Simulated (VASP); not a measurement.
Crystal: Sn7MoO16 (a cell with a defect).

```
CELL_PARAMETERS angstrom
9.47470 0.00000 0.00000
4.73735 4.73735 0.00000
4.73735 0.00000 6.37280
ATOMIC_POSITIONS crystal
Mo 0.99793 0.00166 0.00021
Sn 0.24674 0.00247 0.50146
Sn 0.49795 0.00193 0.00021
Sn 0.74889 0.00130 0.49906
Sn 0.87253 0.50184 0.25031
Sn 0.12332 0.50157 0.74979
Sn 0.37369 0.50174 0.24917
Sn 0.62233 0.50241 0.75085
O 0.99827 0.30059 0.00010
O 0.24878 0.30699 0.49969
O 0.49844 0.30656 0.99993
O 0.74831 0.30694 0.50041
O 0.56759 0.80641 0.24995
O 0.81768 0.80563 0.75072
O 0.06810 0.80856 0.24558
O 0.31337 0.80859 0.75430
O 0.99748 0.70277 0.00010
O 0.24707 0.69714 0.49995
O 0.49768 0.69715 0.00009
O 0.74811 0.69591 0.50005
O 0.17808 0.19766 0.24950
O 0.42803 0.19641 0.75063
O 0.68230 0.19464 0.24626
O 0.92782 0.19531 0.75481
```

Base run:

- Program: VASP 6.6.1
- Functional: PBEsol
- Potentials or basis: VASP PAW PBE potentials, release 64 (Mo_sv, Sn_d, O)
- Cutoff: 450 eV
- k mesh: 4 × 4 × 3
- Occupations: gaussian, width 0.03 eV
- Spin: collinear spin, ferromagnetic start
- Starting moments: [2.0, 0.0, 0.0, 0.0, 0.0, 0.0, 0.0, 0.0, 0.0, 0.0, 0.0, 0.0, 0.0, 0.0, 0.0, 0.0, 0.0, 0.0, 0.0, 0.0, 0.0, 0.0, 0.0, 0.0] μB
- Fixed moment: 2 μB
- Hubbard terms: Mo d U = 2 eV

Its results: net moment 2.00 μB per cell; site moments Mo +1.66; Sn +0.03, +0.00, +0.02, +0.01; O -0.01, +0.01, +0.00 μB; largest force 0.069 eV/Å.

Problem. The run is repeated on the same cell with these changes: k mesh from 4 × 4 × 3 to 3 × 3 × 2; fixed moment from 2 μB to none. What comes out?

Solution. Net moment 0.11 μB per cell; site moments Mo +0.10; Sn +0.00, -0.00; O -0.00, +0.00 μB; largest force 0.607 eV/Å.

Caveats: some runs use coarse meshes; the PAW data sets were made with another functional, which shifts forces and pressure a little; the total moment is fixed, so each spin has its own Fermi level (some runs).
